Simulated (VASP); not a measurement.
Runs of VASP 6.6.1 on Cu. It takes space group Fm-3m (No. 225, cubic). Conventional cell: a = 3.634 Å, b = 3.634 Å, c = 3.634 Å, α = 90.00°, β = 90.00°, γ = 90.00°. Cu (site symmetry m-3m) is surrounded by 12 Cu at 2.57 Å. 

```tsv
level	potentials or basis	k mesh	cutoff (eV)	grid for exact exchange (PRECFOCK)	exchange at q = 0	screening parameter	gap on the mesh (eV)	pressure (GPa)
LDA	VASP PAW LDA potentials, release 64 (Cu)	21 × 21 × 21	450	-	-	-	none	(b)
PBE0	VASP PAW PBE potentials, release 64 (Cu)	11 × 11 × 11	450	Fast	truncated	-	none	-1.8
PBEsol	VASP PAW PBE potentials, release 64 (Cu)	21 × 21 × 21	300	-	-	-	none	-
r2SCAN	VASP PAW PBE potentials, release 64 (Cu)	21 × 21 × 21	450	-	-	-	none	-7.2
PBEsol	VASP PAW PBE potentials, release 64 (Cu)	21 × 21 × 21	450	-	-	-	none	-8.6
HSE06	VASP PAW PBE potentials, release 64 (Cu)	11 × 11 × 11	450	Fast	-	0.2 1/A	none	(a)
PBEsol	VASP PAW PBE potentials, release 64 (Cu)	21 × 21 × 21	600	-	-	-	none	-7.9
```

Alike in all rows: task single point; no spin polarisation; cell as given; smearing methfessel-paxton 0.1 eV.

Problem. Estimate the missing entries.

Solution. (a) -1.2; (b) -14.3.

Caveats: the PAW data sets were made with another functional, which shifts forces and pressure a little (some runs); the cutoff is under 1.25 times the usual one of these potentials, so pressure, stress and relaxed cells hold a basis-set (Pulay) error (some runs).

A gap of «none» marks a metal or a gap under the smearing width.

Runs at the PBE level aren't shown here.
